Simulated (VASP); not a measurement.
An input for Ansatz (written as the equivalent of a VASP run, and not itself run):

Ansatz 0.2 input:
```yaml
crystal:
  lattice:
    - [0.0000000, 2.8283254, 2.8283254]
    - [2.8283254, 0.0000000, 2.8283254]
    - [2.8283254, 2.8283254, 0.0000000]
  atoms:
    - { symbol: Ga, position: [0.0000000, 0.0000000, 0.0000000] }
    - { symbol: As, position: [0.2500000, 0.2500000, 0.2500000] }
kpoints:
  mp_grid: { grid: [8, 8, 8] }
hamiltonian:
  xc: pbesol
  pseudopotentials: { kind: paw }
scf:
  occupations: { method: gaussian, width: 0.05 }
  max_iter: 100
relax:
  max_steps: 40
  f_tol: 0.02
  cell: {}
output: { forces: true, stress: true, eigenvalues: true }
```

**Question.** Translate this input to VASP (INCAR, KPOINTS, POSCAR, choice of POTCAR).

**Answer.** This is not unique; one that fits is 
POSCAR:
```
GaAs
1
    0.0000000000     2.8283254275     2.8283254275
    2.8283254275     0.0000000000     2.8283254275
    2.8283254275     2.8283254275     0.0000000000
Ga As
1 1
Direct
  0.0000000000   0.0000000000   0.0000000000
  0.2500000000   0.2500000000   0.2500000000
```

**INCAR**
```
SYSTEM = GaAs
PREC = Accurate
ENCUT = 500
EDIFF = 1E-6
NELM = 100
ALGO = Normal
LREAL = .FALSE.
LASPH = .TRUE.
ISMEAR = 0
SIGMA = 0.05
GGA = PS
LMAXMIX = 4
LWAVE = .FALSE.
LCHARG = .FALSE.
IBRION = 2
ISIF = 3
NSW = 40
EDIFFG = -0.02
```

### KPOINTS
```
Automatic mesh
0
Gamma
8 8 8
0 0 0
```

POTCAR, in this order: Ga_d As (PBE.64 set). Program: vasp_std.

What does not carry over: each code has its own PAW files, so the cut-off isn't converted (ENCUT is set for VASP's; basis.ecutwfc is left out, and Ansatz then takes the one that its files recommend); Ansatz stops its SCF on the density residual and VASP on the energy change (EDIFF).

The structure was generated: GaAs was put into the zinc blende type (F-43m), which need not be its known phase. This run relaxes it. Symmetry was kept, so distortions that lower it aren't found.
